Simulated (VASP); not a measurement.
Here is the system:

```yaml
crystal:
  lattice:
    - [-1.58778, 1.58778, 1.58778]
    - [1.58778, -1.58778, 1.58778]
    - [1.58778, 1.58778, -1.58778]
  atoms:
    - { symbol: Mo, position: [0.00000, 0.00000, 0.00000] }
```

The numbers are results of revPBE GGA, VASP's PBE PAW potentials (set 64) (plane waves; VASP), not measurements. Numerical set-up: 520 eV cut-off, Gaussian smearing of 0.050 eV, potentials Mo_sv.

Task: Give the energies of bands 5 to 10 at the high-symmetry points, in eV from the Fermi level.

Result: 
```
band      Γ      H      N      P
----  -----  -----  -----  -----
5     -7.16  -5.27  -5.19  -2.59
6     -1.34  -5.27  -3.31  -2.59
7     -1.34   3.81   1.52  -2.59
8     -1.34   3.81   1.61   2.34
9      1.60   3.81   2.23   2.34
10     1.60   8.87   4.54   9.37
```

It has no gap at this level: it comes out as a metal or semimetal.

The compound is Mo in the bcc structure. It was relaxed first.
